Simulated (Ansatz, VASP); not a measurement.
## Zn3SeS2 in two plane-wave programs

One calculation is typed for both programs; each brings its own data sets. How far apart do they land? The cell is taken from a series of runs on this material, whose earlier steps may have relaxed, scaled, displaced or heated it; both programs get it as it stands.

Program: Ansatz 0.2.0. Level of theory: plane waves, with VASP 6.6.1 beside it; single point at PBE. Results are calculated unless marked as measured.

## Step 1: Starting point

The cell holds 78 atoms: 39 Zn, 26 S and 13 Se. Its edges and angles: a = 11.800 Å, b = 11.800 Å, c = 11.800 Å, α = 90.0°, β = 90.0°, γ = 90.0°.

## Step 2: VASP: single point, PBE, pair 1

With cell and atoms fixed, the geometry can't cause a difference; cores, projectors, grids and the points listed under the comparison can.

Lines of VASP's logs that name or quote its potential files are left out, and so is its time.

Input file INCAR:

```
SYSTEM = Zn3SeS2
PREC = Accurate
ENCUT = 500
EDIFF = 1E-06
NELM = 120
ISMEAR = 0
SIGMA = 0.05
LREAL = Auto
ALGO = Normal
GGA = PE
NBANDS = 408
LORBIT = 11
LWAVE = .FALSE.
LCHARG = .FALSE.
ISIF = 2
LASPH = .TRUE.
GGA_COMPAT = .FALSE.
NCORE = 2
```

Input file POSCAR:

```
Zn3SeS2
1.0
   11.8000000000      0.0000000000      0.0000000000
    0.0000000000     11.8000000000      0.0000000000
    0.0000000000      0.0000000000     11.8000000000
Zn S Se
39 26 13
Direct
    0.1599900000      0.4075900000      0.3524900000
    0.3499400000      0.4020300000      0.9345300000
    0.5624800000      0.6561600000      0.0371200000
    0.8657700000      0.1539700000      0.9448700000
    0.2507600000      0.6512600000      0.1412500000
    0.7509400000      0.1541000000      0.6367100000
    0.9596600000      0.1513200000      0.2391400000
    0.9588400000      0.8963600000      0.7389400000
    0.6577000000      0.6590300000      0.3426300000
    0.4461400000      0.6485200000      0.7311600000
    0.2463200000      0.1620400000      0.1433400000
    0.5586600000      0.9067300000      0.5378100000
    0.6579000000      0.1576100000      0.3407900000
    0.0585700000      0.6461200000      0.5469800000
    0.0616100000      0.4050100000      0.0491700000
    0.6629400000      0.4024000000      0.8317200000
    0.1482000000      0.9017100000      0.3356800000
    0.8571900000      0.9026100000      0.4437600000
    0.4499300000      0.1615400000      0.7374700000
    0.2656200000      0.9047600000      0.6406400000
    0.4611200000      0.9062500000      0.2446900000
    0.0658600000      0.1573500000      0.5317300000
    0.5427200000      0.4013500000      0.5413000000
    0.6579800000      0.8996100000      0.8468200000
    0.8596800000      0.4037000000      0.4370700000
    0.7564400000      0.9037500000      0.1447300000
    0.3533900000      0.8997600000      0.9366200000
    0.9552800000      0.6530900000      0.2446700000
    0.3613100000      0.6495000000      0.4397800000
    0.9703400000      0.4040800000      0.7448800000
    0.8606200000      0.6506800000      0.9435200000
    0.7642000000      0.6495200000      0.6468800000
    0.4498200000      0.4019700000      0.2401100000
    0.0495100000      0.8989900000      0.0386300000
    0.5506800000      0.1568100000      0.0489000000
    0.7651600000      0.4038700000      0.1433800000
    0.1607800000      0.1645500000      0.8364500000
    0.1565600000      0.6478100000      0.8361900000
    0.3556500000      0.1598700000      0.4468600000
    0.6091200000      0.0308200000      0.1939800000
    0.0133400000      0.2828200000      0.8974600000
    0.8079800000      0.7804100000      0.2937000000
    0.0035400000      0.0283100000      0.3891600000
    0.5045400000      0.2786800000      0.3885500000
    0.6017800000      0.2784800000      0.6861800000
    0.8177700000      0.5251600000      0.7940600000
    0.8110200000      0.2768200000      0.2903900000
    0.2181400000      0.2945000000      0.5131100000
    0.9123700000      0.5297600000      0.0938200000
    0.9094000000      0.7735300000      0.5902500000
    0.0085500000      0.5298900000      0.3936000000
    0.4118700000      0.0324100000      0.5899600000
    0.3042300000      0.5294600000      0.2907700000
    0.3799400000      0.5144700000      0.5916100000
    0.5084100000      0.7799100000      0.3921000000
    0.9050500000      0.0259100000      0.0939200000
    0.0077800000      0.7728000000      0.8882300000
    0.2985100000      0.2965100000      0.7662700000
    0.1320200000      0.5137400000      0.6847300000
    0.3979700000      0.2813500000      0.0895800000
    0.7142500000      0.7781000000      0.9948400000
    0.3030700000      0.7756400000      0.7886600000
    0.1005800000      0.7760200000      0.1873200000
    0.7075100000      0.0294300000      0.4869500000
    0.2051400000      0.5289500000      0.9895300000
    0.5047100000      0.0323400000      0.8914100000
    0.6060900000      0.7747300000      0.6905600000
    0.7029300000      0.5259300000      0.4942100000
    0.1093700000      0.0297900000      0.6872500000
    0.4066500000      0.7779900000      0.0922600000
    0.9103200000      0.2780200000      0.5916900000
    0.2027200000      0.0301300000      0.9900300000
    0.6072900000      0.5274300000      0.1907900000
    0.3031700000      0.0311000000      0.2927600000
    0.2074200000      0.7776900000      0.4891600000
    0.8083400000      0.0289600000      0.7907800000
    0.7078700000      0.2783200000      0.9906100000
    0.5072800000      0.5271100000      0.8854300000
```

Input file KPOINTS:

```
Automatic mesh
0
Gamma
1 1 1
0 0 0
```

PAW data sets: Zn, S and Se (PBE family, release 64).

On the command line:

```sh
> mpirun -np 8 vasp_gam
```

Numbers of over 12 decimals in the logs are rounded to 6 here.

Log:

```text
[banner, memory and clock lines left out]
running    8 mpi-ranks, on    1 nodes
[...]
LDA part: xc-table for (Slater+PW92), standard interpolation
 POSCAR, INCAR and KPOINTS ok, starting setup
[...]
entering main loop
       N       E                     dE             d eps       ncg     rms          rms(c)
DAV:   1     0.955129908833E+04    0.95513E+04   -0.32098E+05   816   0.225E+03
DAV:   2     0.203529625892E+04   -0.75160E+04   -0.73533E+04   816   0.614E+02
DAV:   3     0.826199375464E+01   -0.20270E+04   -0.19026E+04   880   0.240E+02
DAV:   4    -0.254822178495E+03   -0.26308E+03   -0.25953E+03   928   0.876E+01
[...]
DAV:  19    -0.247757768401E+03    0.10101E-05   -0.17889E-05   888   0.210E-02    0.107E-02
DAV:  20    -0.247757769759E+03   -0.13577E-05   -0.11877E-05   952   0.131E-02    0.581E-03
DAV:  21    -0.247757770233E+03   -0.47412E-06   -0.24101E-06   528   0.767E-03
   1 F= -.24775777E+03 E0= -.24773249E+03  d E =-.505684E-01
```

From OUTCAR (step 2):

```text
  FREE ENERGIE OF THE ION-ELECTRON SYSTEM (eV)
  ---------------------------------------------------
  free  energy   TOTEN  =      -247.7577702331 eV

  energy  without entropy=     -247.7072017965  energy(sigma->0) =     -247.73248601
```

The gap is under twice the smearing width, so the edge states are partly filled and the run can't tell a small gap from a semimetal.

## Step 3: Ansatz: single point, PBE, pair 1

Ansatz runs on its default PAW (the set named soft_2) files.

The same cell, functional, mesh and smearing now go to Ansatz, which takes its cutoff from its data sets.

Input file input.yaml:

```yaml
crystal:
  lattice:
    - [11.8, 0.0, 0.0]
    - [0.0, 11.8, 0.0]
    - [0.0, 0.0, 11.8]
  atoms:
    - { symbol: Zn, position: [0.15999, 0.40759, 0.35249] }
    - { symbol: Zn, position: [0.34994, 0.40203, 0.93453] }
    - { symbol: Zn, position: [0.56248, 0.65616, 0.03712] }
    - { symbol: Zn, position: [0.86577, 0.15397, 0.94487] }
    - { symbol: Zn, position: [0.25076, 0.65126, 0.14125] }
    - { symbol: Zn, position: [0.75094, 0.1541, 0.63671] }
    - { symbol: Zn, position: [0.95966, 0.15132, 0.23914] }
    - { symbol: Zn, position: [0.95884, 0.89636, 0.73894] }
    - { symbol: Zn, position: [0.6577, 0.65903, 0.34263] }
    - { symbol: Zn, position: [0.44614, 0.64852, 0.73116] }
    - { symbol: Zn, position: [0.24632, 0.16204, 0.14334] }
    - { symbol: Zn, position: [0.55866, 0.90673, 0.53781] }
    - { symbol: Zn, position: [0.6579, 0.15761, 0.34079] }
    - { symbol: Zn, position: [0.05857, 0.64612, 0.54698] }
    - { symbol: Zn, position: [0.06161, 0.40501, 0.04917] }
    - { symbol: Zn, position: [0.66294, 0.4024, 0.83172] }
    - { symbol: Zn, position: [0.1482, 0.90171, 0.33568] }
    - { symbol: Zn, position: [0.85719, 0.90261, 0.44376] }
    - { symbol: Zn, position: [0.44993, 0.16154, 0.73747] }
    - { symbol: Zn, position: [0.26562, 0.90476, 0.64064] }
    - { symbol: Zn, position: [0.46112, 0.90625, 0.24469] }
    - { symbol: Zn, position: [0.06586, 0.15735, 0.53173] }
    - { symbol: Zn, position: [0.54272, 0.40135, 0.5413] }
    - { symbol: Zn, position: [0.65798, 0.89961, 0.84682] }
    - { symbol: Zn, position: [0.85968, 0.4037, 0.43707] }
    - { symbol: Zn, position: [0.75644, 0.90375, 0.14473] }
    - { symbol: Zn, position: [0.35339, 0.89976, 0.93662] }
    - { symbol: Zn, position: [0.95528, 0.65309, 0.24467] }
    - { symbol: Zn, position: [0.36131, 0.6495, 0.43978] }
    - { symbol: Zn, position: [0.97034, 0.40408, 0.74488] }
    - { symbol: Zn, position: [0.86062, 0.65068, 0.94352] }
    - { symbol: Zn, position: [0.7642, 0.64952, 0.64688] }
    - { symbol: Zn, position: [0.44982, 0.40197, 0.24011] }
    - { symbol: Zn, position: [0.04951, 0.89899, 0.03863] }
    - { symbol: Zn, position: [0.55068, 0.15681, 0.0489] }
    - { symbol: Zn, position: [0.76516, 0.40387, 0.14338] }
    - { symbol: Zn, position: [0.16078, 0.16455, 0.83645] }
    - { symbol: Zn, position: [0.15656, 0.64781, 0.83619] }
    - { symbol: Zn, position: [0.35565, 0.15987, 0.44686] }
    - { symbol: S, position: [0.60912, 0.03082, 0.19398] }
    - { symbol: S, position: [0.01334, 0.28282, 0.89746] }
    - { symbol: S, position: [0.80798, 0.78041, 0.2937] }
    - { symbol: S, position: [0.00354, 0.02831, 0.38916] }
    - { symbol: S, position: [0.50454, 0.27868, 0.38855] }
    - { symbol: S, position: [0.60178, 0.27848, 0.68618] }
    - { symbol: S, position: [0.81777, 0.52516, 0.79406] }
    - { symbol: S, position: [0.81102, 0.27682, 0.29039] }
    - { symbol: S, position: [0.21814, 0.2945, 0.51311] }
    - { symbol: S, position: [0.91237, 0.52976, 0.09382] }
    - { symbol: S, position: [0.9094, 0.77353, 0.59025] }
    - { symbol: S, position: [0.00855, 0.52989, 0.3936] }
    - { symbol: S, position: [0.41187, 0.03241, 0.58996] }
    - { symbol: S, position: [0.30423, 0.52946, 0.29077] }
    - { symbol: S, position: [0.37994, 0.51447, 0.59161] }
    - { symbol: S, position: [0.50841, 0.77991, 0.3921] }
    - { symbol: S, position: [0.90505, 0.02591, 0.09392] }
    - { symbol: S, position: [0.00778, 0.7728, 0.88823] }
    - { symbol: S, position: [0.29851, 0.29651, 0.76627] }
    - { symbol: S, position: [0.13202, 0.51374, 0.68473] }
    - { symbol: S, position: [0.39797, 0.28135, 0.08958] }
    - { symbol: S, position: [0.71425, 0.7781, 0.99484] }
    - { symbol: S, position: [0.30307, 0.77564, 0.78866] }
    - { symbol: S, position: [0.10058, 0.77602, 0.18732] }
    - { symbol: S, position: [0.70751, 0.02943, 0.48695] }
    - { symbol: S, position: [0.20514, 0.52895, 0.98953] }
    - { symbol: Se, position: [0.50471, 0.03234, 0.89141] }
    - { symbol: Se, position: [0.60609, 0.77473, 0.69056] }
    - { symbol: Se, position: [0.70293, 0.52593, 0.49421] }
    - { symbol: Se, position: [0.10937, 0.02979, 0.68725] }
    - { symbol: Se, position: [0.40665, 0.77799, 0.09226] }
    - { symbol: Se, position: [0.91032, 0.27802, 0.59169] }
    - { symbol: Se, position: [0.20272, 0.03013, 0.99003] }
    - { symbol: Se, position: [0.60729, 0.52743, 0.19079] }
    - { symbol: Se, position: [0.30317, 0.0311, 0.29276] }
    - { symbol: Se, position: [0.20742, 0.77769, 0.48916] }
    - { symbol: Se, position: [0.80834, 0.02896, 0.79078] }
    - { symbol: Se, position: [0.70787, 0.27832, 0.99061] }
    - { symbol: Se, position: [0.50728, 0.52711, 0.88543] }
kpoints:
  mp_grid: { grid: [1, 1, 1] }
hamiltonian:
  xc: pbe
scf:
  occupations: { method: gaussian, width: 0.05 }
output:
  forces: true
  stress: true
  populations: true
  dos:
    method: { smearing: { sigma: 0.1 } }
    de: 0.1
    projected: { site_lists: { S: [S], Se: [Se], Zn: [Zn] } }
  eigenvalues: true
```

On the command line:

```sh
> ansatz run input.yaml --threads 4 --pin off --max-ram 8192MiB --backend cpu --events-out ev --progress --plain --runs-dir out
```

Log:

```text
Engine: ansatz 0.2.0, aarch64-unknown-linux-gnu
Pseudopotentials: kind: paw
Pseudopotential: Zn, paw, valence charge 12, recommended cutoff 420 eV (normal), Zn.paw.azcp
Pseudopotential: S, paw, valence charge 6, recommended cutoff 420 eV (normal), S.paw.azcp
Pseudopotential: Se, paw, valence charge 16, recommended cutoff 420 eV (normal), Se.paw.azcp
Functional definition: PBE
  parameter kappa = 0.804
  parameter beta = 0.066725
  exchange = pbe_x(kappa = kappa, mu = beta*pi^2/3)
  correlation = pbe_c(beta = beta)
Crystal: 78 atoms, lattice volume = 1643.032 Å³
Basis set: ecut = 420 eV, 31967 PW (Γ), exchange–correlation on 160×160×160 points (8 copies of the dense FFT grid, shifted against one another)
Bands: 500, of which v1, the nominal top of the filled ones, is band 416 counted from 1 (415 counted from 0)
Symmetry: 1 space group operations
Space group: P1 (ITA 1), of the structure as read, at distance tolerance 1.2e-4 Å
k-points: 1
Non-local potential: Zn, projectors of the file, l = 0: 2, l = 1: 2, l = 2: 3, l = 3: 1
Non-local potential: S, projectors of the file, l = 0: 2, l = 1: 2, l = 2: 2
Non-local potential: Se, projectors of the file, l = 0: 2, l = 1: 2, l = 2: 3, l = 3: 1
PAW form: soft (Blöchl's): semilocal exchange-correlation on the pseudo side does not see the compensation charge
PAW one-centre angular grid: Zn, 590 points (default); XC on 64 Gauss nodes
PAW one-centre angular grid: S, 110 points (default); XC on 64 Gauss nodes
PAW one-centre angular grid: Se, 590 points (default); XC on 64 Gauss nodes
Initial density: superposition of atomic densities (neutral atoms: chi_scale 0, normalization atom), corrected by the library's trained network
Initial wavefunctions: pseudopotential atomic-orbital guess
Functional: x = pbe(κ = 0.804, μ = 0.219515), c = pbe(β = 0.066725)
SCF iter   1: F=—  HF=-224046.304342 eV  |F-HF|=—  |Δ(HF+E_count)|=         —  Δρ=2.09e-3  dr2=4.00e-1  ethr=1.77e-3  ⟨swp⟩=6.0  Hψ=2053  notcnv=0  defer=31
preconditioner: auto → LDOS  [insulator: Δε(μ)=0.050 eV  Ē_g=10.443 eV  σ=0.050 eV  W_gap=0.52  n_scr=388 (ndim 8)  ℏωp=24.3 eV  f_vac=0.045  D(μ)=35.14/eV (n_scr^D=202)  ε∞_Penn≈6.4  β→1.0]
SCF iter   2: F=—  HF=-224046.273764 eV  |F-HF|=—  |Δ(HF+E_count)|=   3.06e-2  Δρ=1.79e-3  dr2=3.10e-1  ethr=4.81e-5  ⟨swp⟩=2.0  Hψ=578  notcnv=0  defer=74
SCF iter   3: F=—  HF=-224046.261506 eV  |F-HF|=—  |Δ(HF+E_count)|=   1.23e-2  Δρ=1.65e-3  dr2=1.61e-1  ethr=3.72e-5  ⟨swp⟩=2.0  Hψ=737  notcnv=0  defer=74
SCF iter   4: F=—  HF=-224046.253301 eV  |F-HF|=—  |Δ(HF+E_count)|=   8.21e-3  Δρ=1.72e-3  dr2=1.35e-1  ethr=1.93e-5  ⟨swp⟩=2.0  Hψ=892  notcnv=0  defer=77
SCF iter   5: F=—  HF=-224046.232928 eV  |F-HF|=—  |Δ(HF+E_count)|=   2.04e-2  Δρ=1.00e-3  dr2=3.74e-2  ethr=1.62e-5  ⟨swp⟩=2.0  Hψ=738  notcnv=0  defer=77
SCF iter   6: F=—  HF=-224046.229411 eV  |F-HF|=—  |Δ(HF+E_count)|=   3.52e-3  Δρ=6.59e-4  dr2=2.05e-2  ethr=4.50e-6  ⟨swp⟩=2.0  Hψ=634  notcnv=0  defer=78
SCF iter   7: F=—  HF=-224046.227497 eV  |F-HF|=—  |Δ(HF+E_count)|=   1.91e-3  Δρ=4.75e-4  dr2=9.94e-3  ethr=2.47e-6  ⟨swp⟩=2.0  Hψ=734  notcnv=0  defer=78
SCF iter   8: F=—  HF=-224046.226417 eV  |F-HF|=—  |Δ(HF+E_count)|=   1.08e-3  Δρ=2.74e-4  dr2=3.44e-3  ethr=1.19e-6  ⟨swp⟩=2.0  Hψ=734  notcnv=0  defer=78
SCF iter   9: F=—  HF=-224046.226078 eV  |F-HF|=—  |Δ(HF+E_count)|=   3.39e-4  Δρ=1.71e-4  dr2=1.38e-3  ethr=4.13e-7  ⟨swp⟩=2.0  Hψ=726  notcnv=0  defer=78
SCF iter  10: F=—  HF=-224046.225970 eV  |F-HF|=—  |Δ(HF+E_count)|=   1.08e-4  Δρ=1.15e-4  dr2=5.94e-4  ethr=1.66e-7  ⟨swp⟩=2.0  Hψ=726  notcnv=0  defer=78
SCF iter  11: F=—  HF=-224046.225903 eV  |F-HF|=—  |Δ(HF+E_count)|=   6.68e-5  Δρ=7.50e-5  dr2=2.30e-4  ethr=7.14e-8  ⟨swp⟩=2.0  Hψ=734  notcnv=0  defer=78
SCF iter  12: F=—  HF=-224046.225891 eV  |F-HF|=—  |Δ(HF+E_count)|=   1.20e-5  Δρ=5.66e-5  dr2=1.17e-4  ethr=2.77e-8  ⟨swp⟩=2.0  Hψ=726  notcnv=0  defer=78
SCF iter  13: F=—  HF=-224046.225870 eV  |F-HF|=—  |Δ(HF+E_count)|=   2.04e-5  Δρ=3.79e-5  dr2=6.67e-5  ethr=1.40e-8  ⟨swp⟩=2.0  Hψ=734  notcnv=0  defer=78
SCF iter  14: F=—  HF=-224046.225817 eV  |F-HF|=—  |Δ(HF+E_count)|=   5.31e-5  Δρ=3.17e-5  dr2=4.72e-5  ethr=8.02e-9  ⟨swp⟩=2.0  Hψ=734  notcnv=0  defer=78
SCF iter  15: F=—  HF=-224046.225815 eV  |F-HF|=—  |Δ(HF+E_count)|=   1.93e-6  Δρ=2.41e-5  dr2=2.33e-5  ethr=5.67e-9  ⟨swp⟩=2.0  Hψ=734  notcnv=0  defer=78
SCF iter  16: F=—  HF=-224046.225814 eV  |F-HF|=—  |Δ(HF+E_count)|=   8.84e-7  Δρ=1.89e-5  dr2=1.38e-5  ethr=2.81e-9  ⟨swp⟩=2.0  Hψ=734  notcnv=0  defer=78
SCF iter  17: F=—  HF=-224046.225814 eV  |F-HF|=—  |Δ(HF+E_count)|=   7.75e-7  Δρ=1.57e-5  dr2=9.45e-6  ethr=1.66e-9  ⟨swp⟩=2.0  Hψ=734  notcnv=0  defer=78
SCF iter  18: F=—  HF=-224046.225813 eV  |F-HF|=—  |Δ(HF+E_count)|=   5.63e-7  Δρ=1.19e-5  dr2=5.74e-6  ethr=1.14e-9  ⟨swp⟩=2.0  Hψ=734  notcnv=0  defer=78
[...]
atom  43  S      0.24921754     0.22388422    -0.10241293
  atom  44  S      0.23279268    -0.06851503    -0.20875267
  atom  45  S      0.35415906     0.03527838     0.06477694
  atom  46  S     -0.11817533     0.06395749    -0.01835887
  atom  47  S      0.47350779     0.06097296    -0.19156775
  atom  48  S     -0.63369446    -0.78459431    -1.34838837
  atom  49  S      0.00133238    -0.32270613     0.28418815
  atom  50  S     -0.03833825     0.13542190    -0.06261166
  atom  51  S     -0.27054279    -0.20483760    -0.43451948
  atom  52  S     -0.02300511    -0.23109537    -0.00504210
  atom  53  S     -0.07358950    -0.22930684    -0.37864142
  atom  54  S      1.02439170     0.85936683    -0.26698061
  atom  55  S     -0.11909424     0.03375678    -0.07460953
  atom  56  S      0.29428625     0.25638700    -0.14848709
  atom  57  S     -0.01756765     0.10946544     0.11457837
  atom  58  S      0.28969752    -0.90592768     0.92673049
  atom  59  S     -1.02899667     0.87277805     0.34485545
  atom  60  S     -0.31228156     0.03384482     0.12841059
  atom  61  S     -0.04895338    -0.00595836     0.00611558
  atom  62  S      0.13298970     0.20422032     0.13494518
  atom  63  S      0.09800977     0.04354345     0.07846904
  atom  64  S      0.04026497    -0.00036396     0.04447266
  atom  65  S      0.09922409    -0.17410851     0.46150967
  atom  66  Se    -0.02489847    -0.06298224    -0.01714524
[...]
atom  71  Se    -0.11114652     0.03430462     0.04883693
  atom  72  Se    -0.30292301     0.24878028     0.13106580
  atom  73  Se     0.06443276     0.00251017     0.12718626
  atom  74  Se    -0.15614762     0.26384694     0.06883754
  atom  75  Se    -0.06495570     0.09567140    -0.16170295
  atom  76  Se     0.10940756    -0.06357036     0.00938293
  atom  77  Se     0.00870912     0.01213321     0.08940846
  atom  78  Se     0.10891356     0.01827475     0.10709048
  max |Σ_I F_I| component: 2.36e-5 eV/Å
--- Stress (GPa, compression-positive) ---
        2.355522       0.045303       0.050536
        0.045303      -2.313025       0.010568
        0.050536       0.010568       2.614404
  P = ⅓ Tr σ = 0.8856 GPa (8.856 kbar)
--- Band table (eV) ---
  k-point 0: bands = [... 412 lower, 5.8047, 5.8624, 6.1825, 6.3265, 6.3602, 8.0659, 8.1366, 8.5852, ... 80 higher]
--- Löwdin populations: 78 sites ---
  site symbol       q [e]
     0     Zn     10.8933
     1     Zn     10.7504
     2     Zn     10.7472
     3     Zn     10.7440
     4     Zn     10.7351
     5     Zn     10.7419
     6     Zn     10.8719
     7     Zn     10.7433
     8     Zn     10.7416
     9     Zn     10.7548
    10     Zn     10.9042
    11     Zn     10.7346
    12     Zn     10.7293
    13     Zn     10.7513
    14     Zn     10.8697
    15     Zn     10.7421
    16     Zn     10.7408
    17     Zn     10.7312
    18     Zn     10.7479
    19     Zn     10.7408
    20     Zn     10.7442
    21     Zn     10.7597
    22     Zn     10.7455
    23     Zn     10.7510
[...]
70     Se     17.0326
    71     Se     17.0395
    72     Se     17.0523
    73     Se     17.0250
    74     Se     17.0513
    75     Se     17.0375
    76     Se     17.0413
    77     Se     17.0396
  spilling = 0.009466 (of n_electrons = 832.000000)
```

In the SCF lines HF is the Harris–Foulkes energy and dr2 the Hartree energy of the density residual, in eV; the loop may stop once dr2 is under the threshold and the program's other checks hold. Hψ counts applications of the Hamiltonian.

## Step 4: Comparison

Known differences besides the potentials themselves: the data sets hold 832 valence electrons in Ansatz (on its default PAW (the set named soft_2) files) and 702 in VASP; the cutoff is 420 eV in Ansatz and 500 eV in VASP (PREC = Accurate, projectors in real space). Total energies have different zeros and are not compared.

Both answers:

| quantity | Ansatz | VASP | difference |
| --- | --- | --- | --- |
| pressure (GPa) | 0.89 | 1.04 | -0.16 |

Forces on 10 of the 78 atoms, those with the largest forces and the largest differences (eV/Å; atoms numbered as in POSCAR):

| atom | Ansatz x, y, z | VASP x, y, z |
| --- | --- | --- |
| Zn1 | 0.392, -0.080, 0.970 | 0.391, -0.096, 0.964 |
| Zn7 | -0.486, -0.360, 0.250 | -0.471, -0.349, 0.244 |
| Zn11 | 0.481, -0.155, -0.138 | 0.465, -0.136, -0.134 |
| Zn14 | 0.223, -0.391, 0.649 | 0.223, -0.399, 0.661 |
| Zn15 | -0.144, 0.358, -0.660 | -0.138, 0.345, -0.646 |
| Zn37 | 0.604, 0.446, -0.313 | 0.614, 0.453, -0.314 |
| S48 | -0.634, -0.785, -1.348 | -0.635, -0.779, -1.337 |
| S54 | 1.024, 0.859, -0.267 | 1.013, 0.846, -0.263 |
| S58 | 0.290, -0.906, 0.927 | 0.289, -0.892, 0.918 |
| S59 | -1.029, 0.873, 0.345 | -1.020, 0.865, 0.344 |

The forces differ by 5.1 meV/Å r.m.s., which is 1.8 % of the r.m.s. force of 0.294 eV/Å (both taken over all components).

[end of part 1 of 2]

[Lines on the potential files, build, host, timing and source positions are cut from VASP's logs without a mark.]

[Logs are printed without paths, hosts, clocks, repeated set-up lines and the standing remarks that a program may print on its own settings, such as how far it seeks lower states.]

[Hosts, paths, dates, database ids (printed as entryN), source tags and the programs' standing remarks are cut or masked in the printed files.]
